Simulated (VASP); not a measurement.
Computed with PBEsol GGA, VASP's PBE PAW potentials (set 64) (plane waves; VASP).

Input for VASP

File KPOINTS:
```
Automatic mesh
0
Gamma
15 15 15
0 0 0
```

POSCAR:
```
TiC
1
    0.0000000000     2.1340601069     2.1340601069
    2.1340601069     0.0000000000     2.1340601069
    2.1340601069     2.1340601069     0.0000000000
Ti C
1 1
Direct
  0.0000000000   0.0000000000   0.0000000000
  0.5000000000   0.5000000000   0.5000000000
```

INCAR:
```
ALGO=Normal
EDIFF=1E-6
EDIFFG=-0.02
ENCUT=620
GGA=PS
IBRION=2
ISIF=3
ISMEAR=1
LASPH=.True.
LCHARG=.False.
LMAXMIX=4
LREAL=.False.
LWAVE=.False.
NELM=100
NSW=40
PREC=Accurate
PSTRESS=100
SIGMA=0.1
SYSTEM=TiC
```

POTCAR, in this order: Ti_sv C (PBE.64 set). Program: vasp_std.

The run wrote:

### OSZICAR
```
       N       E                     dE             d eps       ncg     rms          rms(c)
DAV:   1     0.127862140237E+03    0.12786E+03   -0.94906E+03  2880   0.183E+03
DAV:   2    -0.138399177278E+02   -0.14170E+03   -0.13471E+03  2984   0.408E+02
DAV:   3    -0.245565307765E+02   -0.10717E+02   -0.10148E+02  3872   0.102E+02
DAV:   4    -0.250920839185E+02   -0.53555E+00   -0.53464E+00  3760   0.221E+01
DAV:   5    -0.251076805609E+02   -0.15597E-01   -0.15595E-01  3940   0.339E+00    0.199E+01
DAV:   6    -0.203094954286E+02    0.47982E+01   -0.28696E+01  3400   0.705E+01    0.666E+00
DAV:   7    -0.198275006045E+02    0.48199E+00   -0.37396E+00  3272   0.258E+01    0.533E+00
DAV:   8    -0.197931201639E+02    0.34380E-01   -0.21410E-01  3064   0.675E+00    0.191E+00
DAV:   9    -0.198010542030E+02   -0.79340E-02   -0.59910E-02  3424   0.252E+00    0.927E-01
DAV:  10    -0.197967232547E+02    0.43309E-02   -0.17940E-02  3452   0.213E+00    0.302E-01
DAV:  11    -0.197964997073E+02    0.22355E-03   -0.19761E-03  3356   0.555E-01    0.703E-02
DAV:  12    -0.197964208004E+02    0.78907E-04   -0.23840E-04  3088   0.262E-01    0.204E-02
DAV:  13    -0.197964104115E+02    0.10389E-04   -0.22849E-05  4000   0.755E-02    0.369E-03
DAV:  14    -0.197964103700E+02    0.41501E-07   -0.42027E-07  1844   0.862E-03
   1 F= -.18583191E+02 E0= -.18583141E+02  d E =-.185832E+02
       N       E                     dE             d eps       ncg     rms          rms(c)
DAV:   1    -0.200635791839E+02   -0.26717E+00   -0.77732E+00  2928   0.458E+01    0.590E+00
DAV:   2    -0.197665706445E+02    0.29701E+00   -0.12728E+00  3080   0.191E+01    0.151E+00
DAV:   3    -0.197246938702E+02    0.41877E-01   -0.18420E-01  3352   0.445E+00    0.606E-01
DAV:   4    -0.197261552144E+02   -0.14613E-02   -0.71951E-02  3172   0.279E+00    0.376E-01
DAV:   5    -0.197313343261E+02   -0.51791E-02   -0.73093E-03  3460   0.925E-01    0.139E-01
DAV:   6    -0.197340539918E+02   -0.27197E-02   -0.65628E-03  4276   0.436E-01    0.124E-01
DAV:   7    -0.197343407404E+02   -0.28675E-03   -0.74751E-04  3276   0.276E-01    0.161E-02
DAV:   8    -0.197343327280E+02    0.80124E-05   -0.86669E-05  3068   0.990E-02    0.274E-02
DAV:   9    -0.197343494463E+02   -0.16718E-04   -0.17284E-05  3148   0.489E-02    0.319E-03
DAV:  10    -0.197343507361E+02   -0.12898E-05   -0.50366E-06  3888   0.140E-02    0.221E-03
DAV:  11    -0.197343507664E+02   -0.30325E-07   -0.54938E-08  1560   0.276E-03
   2 F= -.18574274E+02 E0= -.18574282E+02  d E =0.891718E-02
       N       E                     dE             d eps       ncg     rms          rms(c)
DAV:   1    -0.199146002527E+02   -0.18025E+00   -0.30587E+00  2924   0.296E+01    0.386E+00
DAV:   2    -0.198002321460E+02    0.11437E+00   -0.67692E-01  3148   0.131E+01    0.105E+00
DAV:   3    -0.197766333539E+02    0.23599E-01   -0.97548E-02  3316   0.358E+00    0.401E-01
DAV:   4    -0.197776948119E+02   -0.10615E-02   -0.30623E-02  3156   0.174E+00    0.241E-01
DAV:   5    -0.197807109087E+02   -0.30161E-02   -0.46528E-03  3700   0.613E-01    0.739E-02
DAV:   6    -0.197811907897E+02   -0.47988E-03   -0.15200E-03  3980   0.224E-01    0.601E-02
DAV:   7    -0.197812401281E+02   -0.49338E-04   -0.56546E-04  3412   0.249E-01    0.936E-02
DAV:   8    -0.197812786740E+02   -0.38546E-04   -0.20791E-04  2952   0.198E-01    0.816E-03
DAV:   9    -0.197812828654E+02   -0.41914E-05   -0.51720E-06  3340   0.248E-02    0.661E-03
DAV:  10    -0.197812827040E+02    0.16147E-06   -0.90957E-07  1980   0.675E-03
   3 F= -.18588445E+02 E0= -.18588418E+02  d E =-.525452E-02
```

OUTCAR:
```
------------------------ aborting loop because EDIFF is reached ----------------------------------------
  FORCE on cell =-STRESS in cart. coord.  units (eV):
  Direction    XX          YY          ZZ          XY          YZ          ZX
  --------------------------------------------------------------------------------------
  Total        1.1889158      1.1889158      1.1889158      0.0000000     -0.0000000      0.0000000
  in kB       99.6712473     99.6712473     99.6712473      0.0000000     -0.0000000      0.0000000
  external PRESSURE =      -0.3287527 kB  Pullay stress =     100.0000000 kB
  volume of cell :       19.11
      direct lattice vectors                 reciprocal lattice vectors
     0.000000000  2.122041753  2.122041753    -0.235622131  0.235622131  0.235622131
     2.122041753  0.000000000  2.122041753     0.235622131 -0.235622131  0.235622131
     2.122041753  2.122041753 -0.000000000     0.235622131  0.235622131 -0.235622131
 POSITION                                       TOTAL-FORCE (eV/Angst)
 -----------------------------------------------------------------------------------
      0.00000      0.00000      0.00000         0.000000      0.000000      0.000000
      2.12204      2.12204      2.12204        -0.000000      0.000000     -0.000000
 -----------------------------------------------------------------------------------
    total drift:                               -0.000000      0.000000      0.000000
  FREE ENERGIE OF THE ION-ELECTRON SYSTEM (eV)
  ---------------------------------------------------
  free  energy   TOTEN  =       -19.7812827040 eV

  energy  without entropy=      -19.7812007589  energy(sigma->0) =      -19.78125539
  enthalpy is  TOTEN    =       -18.5884454680 eV   P V=        1.1928372360

 reached required accuracy - stopping structural energy minimisation
```
(Selected blocks of OUTCAR.)

CONTCAR:
```
TiC
   1.00000000000000
     0.0000000000000000    2.1220417532669686    2.1220417532669686
     2.1220417532669686    0.0000000000000000    2.1220417532669686
     2.1220417532669686    2.1220417532669686   -0.0000000000000000
  Ti              C
     1     1
Direct
     0.0000000000000000    0.0000000000000000    0.0000000000000000
     0.5000000000000000    0.5000000000000000    0.5000000000000000
```

The compound is TiC in the rock salt structure. This run relaxes it under an external pressure of 10 GPa. Symmetry was kept, so distortions that lower it aren't found.
